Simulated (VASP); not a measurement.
These are optB86b-vdW, VASP's PBE PAW potentials (set 64) (plane waves; VASP) values and carry that method's errors.

The input files of a VASP run:

File KPOINTS:
```
K-points
0
Gamma
  8 8 12
```

### INCAR
```
ALGO = Normal
LORBIT = 11
ISIF = 2
AGGAC = 0.0
SYSTEM = CrO2
ISPIN = 2   # spin-polarised
NELM = 100   # most electronic steps
PREC = Accurate
LWAVE = .False.
LUSE_VDW = .True.
NEDOS = 601
LMAXMIX = 4   # l cut-off of mixed one-centre charges
EDIFF = 1E-7   # SCF stop (eV)
ENCUT = 520   # plane-wave cut-off (eV)
ISMEAR = -5   # tetrahedra, Bloechl
LASPH = .True.   # aspherical one-centre terms
LEFG = .True.
LCHARG = .True.
PARAM2 = 1.0
LREAL = .False.   # projection in real space or not
MAGMOM = 2*2.1 4*-0.1
GGA = MK
PARAM1 = 0.1234
```

**POSCAR**
```
CrO2
1
    4.4134362783     0.0000000000     0.0000000000
    0.0000000000     4.4134362783     0.0000000000
    0.0000000000     0.0000000000     2.9108691144
Cr O
2 4
Direct
  0.0000000000   0.0000000000   0.0000000000
  0.5000000000   0.5000000000   0.5000000000
  0.3030861698   0.3030861698   0.0000000000
  0.8030861698   0.1969138302   0.5000000000
  0.1969138302   0.8030861698   0.5000000000
  0.6969138302   0.6969138302   0.0000000000
```

POTCAR, in this order: Cr_pv O (PBE.64 set). Program: vasp_std.

### Question
Estimate the energy per atom (σ→0), cell moment, band gap (on the k-mesh).

### Answer

```yaml
energy per atom (σ→0): -6.456 eV/atom
cell_moment: 4.00 μB
band gap (on the k-mesh): none (metal, semimetal or under 0.01 eV)
```

File OSZICAR:
```
...
DAV:  14    -0.387354300988E+02    0.76556E-05   -0.14916E-04 15216   0.994E-02    0.451E-02
DAV:  15    -0.387354289667E+02    0.11321E-05   -0.27875E-05 15570   0.382E-02    0.221E-02
DAV:  16    -0.387354254343E+02    0.35325E-05   -0.97989E-06 16054   0.320E-02    0.522E-03
DAV:  17    -0.387354251576E+02    0.27668E-06   -0.10901E-06 14024   0.765E-03    0.244E-03
DAV:  18    -0.387354250083E+02    0.14934E-06   -0.14885E-07  9412   0.394E-03    0.887E-04
DAV:  19    -0.387354251172E+02   -0.10897E-06   -0.29226E-08  7518   0.134E-03    0.618E-04
DAV:  20    -0.387354250616E+02    0.55636E-07   -0.10622E-08  7206   0.828E-04
   1 F= -.38735425E+02 E0= -.38735425E+02  d E =0.000000E+00  mag=     4.0000
```

The compound is CrO2 in the rutile structure. It was relaxed first.
